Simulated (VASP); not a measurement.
The input files of a VASP run:

POSCAR:
```
InP
1
    0.0000000000     2.9787197880     2.9787197880
    2.9787197880     0.0000000000     2.9787197880
    2.9787197880     2.9787197880     0.0000000000
In P
1 1
Direct
  0.0000000000   0.0000000000   0.0000000000
  0.2500000000   0.2500000000   0.2500000000
```

INCAR:
```
SYSTEM = InP
PREC = Accurate
ENCUT = 520
EDIFF = 1E-6
NELM = 100
ALGO = Normal
LREAL = .FALSE.
LASPH = .TRUE.
ISMEAR = 0
SIGMA = 0.05
GGA = PE
LMAXMIX = 4
LWAVE = .FALSE.
LCHARG = .TRUE.
```

KPOINTS:
```
Automatic mesh
0
Gamma
7 7 7
0 0 0
```

POTCAR, in this order: In_d P (PBE.64 set). Program: vasp_std.

### Question
Write an equivalent input for Quantum ESPRESSO's pw.x.

### Answer
One equivalent input (not run):
```
&CONTROL
  calculation = 'scf'
  pseudo_dir = './pseudo'
  outdir = './out'
  tprnfor = .true.
  tstress = .true.
/
&SYSTEM
  ibrav = 0
  nat = 2
  ntyp = 2
  ecutwfc = 70
  occupations = 'smearing'
  smearing = 'gaussian'
  degauss = 0.003675
  input_dft = 'pbe'
/
&ELECTRONS
  conv_thr = 7.3e-08
  electron_maxstep = 100
/
ATOMIC_SPECIES
  In 114.818 In.upf
  P 30.974 P.upf
CELL_PARAMETERS angstrom
     0.0000000    2.9787198    2.9787198
     2.9787198    0.0000000    2.9787198
     2.9787198    2.9787198    0.0000000
ATOMIC_POSITIONS crystal
  In   0.0000000  0.0000000  0.0000000
  P    0.2500000  0.2500000  0.2500000
K_POINTS automatic
  7 7 7 0 0 0
```
The two are equivalent in intent, not identical: the potentials are each code's own (VASP's PAW set, PseudoDojo norm-conserving files in pw.x), so ENCUT and ecutwfc are chosen apart and not converted; conv_thr bounds pw.x's estimated SCF error, while EDIFF bounds the energy change between steps.

The compound is InP in the zinc blende structure. It was relaxed first.
